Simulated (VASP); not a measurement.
Runs of VASP 6.6.1 on OScCl2H. The cell holds a molecule in a box, 5 atoms: a = 12.000 Å, b = 14.000 Å, c = 12.000 Å, α = 90.00°, β = 90.00°, γ = 90.00°. 

| task | level | potentials or basis | cell | cutoff (eV) | gap on the mesh (eV) | largest force (eV/Å) |
| --- | --- | --- | --- | --- | --- | --- |
| atomic charges | PBE+TS | VASP PAW PBE potentials, release 64 (O, Sc_sv, Cl, H) | as given | 520 | 3.91 | (a) |
| single point | BLYP | VASP PAW PBE potentials, release 64 (O, Sc_sv, Cl, H) | as given | 520 | 3.73 | 0.69 |
| single point | PBE | VASP PAW PBE potentials, release 64 (O, Sc_sv, Cl, H) | atoms moved at random, drawn with an rms of 0.05 Å | 520 | 3.89 | 4.29 |
| single point | PBE | VASP PAW PBE potentials, release 64 (O, Sc_sv, Cl, H) | as given | 520 | 3.91 | 0.63 |
| relaxation of the atoms | LDA | VASP PAW LDA potentials, release 64 (O_s, Sc_sv, Cl, H_s) | atoms relaxed | 400 | 3.91 | - |
| relaxation of the atoms | PBE | VASP PAW PBE potentials, release 64 (O, Sc_sv, Cl, H) | atoms relaxed from: atoms moved at random, drawn with an rms of 0.02 Å | 520 | 3.84 | - |
| electron localisation function | PBE | VASP PAW PBE potentials, release 64 (O, Sc_sv, Cl, H) | as given | 520 | 3.91 | 0.63 |
| single point | r2SCAN | VASP PAW PBE potentials, release 64 (O, Sc_sv, Cl, H) | as given | 520 | (b) | 0.28 |

Alike in all rows: no spin polarisation; k mesh 1 × 1 × 1; smearing gaussian 0.01 eV.

Q: Fill in the values left out.

A: (a) 0.64; (b) 4.52.

Caveats: the PAW data sets were made with another functional, which shifts forces and pressure a little (some runs).

